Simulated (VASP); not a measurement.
A run of VASP 6.6.1:

The input INCAR:

```
SYSTEM = ZnB
ALGO = Normal
EDIFF = 1E-6
ENCUT = 520
GGA = PE
ISIF = 2
ISMEAR = 0
LASPH = .TRUE.
LCHARG = .FALSE.
LREAL = .FALSE.
LWAVE = .FALSE.
NBANDS = 14
NELM = 100
PREC = Accurate
SIGMA = 0.1
```

File KPOINTS:

```
k-points
0
G
  6 6 6
  0 0 0
```

POSCAR

```
ZnB
1.0
    2.7941342500      0.0000000000      0.0000000000
    0.0000000000      2.7941342500      0.0000000000
    0.0000000000      0.0000000000      2.7941342500
Zn B
1 1
Direct
    0.0000000000      0.0000000000      0.0000000000
    0.5000000000      0.5000000000      0.5000000000
```

Potentials or basis: VASP PAW PBE potentials, release 64 (Zn, B).

Run with:

```console
$ cat potpaw_PBE.64/Zn/POTCAR potpaw_PBE.64/B/POTCAR > POTCAR
$ mpirun -np 1 vasp_std > vasp.out
```

Hardware: 1 thread of Intel(R) Xeon(R) 6975P-C (Granite Rapids) (shared host).

**Question.** How long does it take, and how much memory?

**Answer.** Wall time 3.4 s on 1 thread of Intel(R) Xeon(R) 6975P-C (Granite Rapids), on a shared host, peak memory 0.14 GiB. Counts: scf iterations 13, k points 20.
